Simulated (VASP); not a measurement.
**Ir3Pd (ordered alloy cell): computed properties**

Level of theory: PBEsol GGA, VASP's PBE PAW potentials (set 64) (plane waves; VASP).

```yaml
space_group: R-3m (166)
cell: a = b = 2.7199 Å, c = 26.5040 Å, α = β = 90.00°, γ = 120.00°
volume_per_atom: 14.15 Å³/atom
band gap (over mesh and band path): none (metal, semimetal or under 0.01 eV)
density: 20.04 g/cm³
```

```
Ir3Pd
1.0
    0.00000     1.92329     1.92329
    1.92329     0.00000     1.92329
    7.66509     7.66509     0.02807
Pd Ir
1 3
Direct
  0.00000   0.00000   0.00000
  0.99468   0.99468   0.25399
  0.00000   0.00000   0.50000
  0.00532   0.00532   0.74601
```

Unless said otherwise, spin-orbit coupling is left out, though it shifts the bands of the heavy elements here.

The structure was generated: Ir3Pd was put into an ordered model structure (R-3m), which need not be its known phase. It was relaxed first. Symmetry was kept, so distortions that lower it aren't found. The electron count is odd and the run is not spin-polarised, which forces a metal.
